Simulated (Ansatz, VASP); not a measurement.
# One calculation of Si, two programs

The input INCAR:

```
PREC = Accurate
ENCUT = 520
EDIFF = 1E-6
ISMEAR = 0
SIGMA = 0.05
LREAL = False
LASPH = True
NELM = 100
ALGO = Normal
ISIF = 2
LWAVE = False
LCHARG = False
GGA = CA
NBANDS = 11
```

File KPOINTS:

```
regular mesh
0
Gamma
  12 12 12
```

Contents of POSCAR:

```
Si
1.0
    0.0000000000      2.6042462127      2.9047762257
    2.6042462127      0.0000000000      2.9047762257
    2.6042462127      2.6042462127      0.0000000000
Si
2
Direct
    0.5000000000      0.5000000000      0.5000000000
    0.7500000000      0.7500000000      0.7500000000
```

Input for Ansatz:

```yaml
crystal:
  lattice:
    - [0.0, 2.6042462127, 2.9047762257]
    - [2.6042462127, 0.0, 2.9047762257]
    - [2.6042462127, 2.6042462127, 0.0]
  atoms:
    - { symbol: Si, position: [0.5, 0.5, 0.5] }
    - { symbol: Si, position: [0.75, 0.75, 0.75] }
basis:
  ecutwfc: 420
kpoints:
  mp_grid: { grid: [12, 12, 12] }
hamiltonian:
  xc: lda
  pseudopotentials: { kind: paw, azcp: { folder: soft_1 } }
scf:
  occupations: { method: gaussian, width: 0.05 }
output:
  forces: true
  stress: true
  eigenvalues: true
```

Alike in both runs: task single point; functional LDA; k mesh 12 × 12 × 12; occupations gaussian, width 0.05 eV; no spin polarisation.

```csv
,VASP,Ansatz
version,VASP 6.6.1,Ansatz 0.2.0
potentials or method,"VASP PAW LDA potentials, release 64 (Si)","scalar-relativistic, plane waves, PAW"
plane-wave cutoff (eV),520,420
valence electrons in the cell,8,8
```

```tsv
	VASP	Ansatz	Ansatz less VASP
gap on the k mesh at the Fermi level (eV)	none	none	-
pressure (GPa)	-0.3	-0.4	-0.05
largest component of the traceless stress (GPa)	8.25	8.25	0.000
```

A gap of «none» marks a metal or a gap that the smearing closes. Ansatz warned: «pseudo_functional_mismatch».
